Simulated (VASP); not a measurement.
A run of VASP 6.6.1:

INCAR

```
SYSTEM = BiBrO
PREC = Accurate ; ENCUT = 600
EDIFF = 1E-7 ; ISMEAR = 0
SIGMA = 0.03 ; LREAL = .False.
LASPH = .True. ; NELM = 80
ALGO = Normal ; ISIF = 3
LWAVE = .False. ; LCHARG = .False.
GGA = PS ; IBRION = 2
NSW = 90 ; EDIFFG = -0.005
KPAR = 2
```

KPOINTS

```
regular mesh
0
Gamma
  8 8 4
  0 0 0
```

The input POSCAR:

```
BiBrO                                   
1.0
    3.9071581483      0.0000000000      0.0000000000
    0.0000000000      3.9071581483      0.0000000000
    0.0000000000     -0.0000000000      8.2377007981
  Bi              Br              O             
     2     2     2
Direct
     0.0000000000000000    0.5000000000000000    0.1524442458812555
     0.5000000000000000    0.0000000000000000    0.8475557541187443
     0.0000000000000000    0.5000000000000000    0.6603666271735672
     0.5000000000000000    0.0000000000000000    0.3396333728264326
     0.0000000000000000    0.0000000000000000    0.0000000000000000
     0.5000000000000000    0.5000000000000000    0.0000000000000000
```

Potentials or basis: VASP PAW PBE potentials, release 64 (Bi_d, Br, O).

The run is started by

```sh
$ cat potpaw_PBE.64/Bi_d/POTCAR potpaw_PBE.64/Br/POTCAR potpaw_PBE.64/O/POTCAR > POTCAR
$ mpirun -np 2 vasp_std > vasp.out
```

Hardware: 2 MPI ranks on Intel(R) Xeon(R) Platinum 8488C (Sapphire Rapids), with other jobs on the host.

Q: How long does it take, and how much memory?

A: It took 2.2 min on 2 MPI ranks on Intel(R) Xeon(R) Platinum 8488C (Sapphire Rapids), with other jobs on the host, peak memory 0.39 GiB a rank. Counts: scf iterations 31, k points 45, ion steps 4.
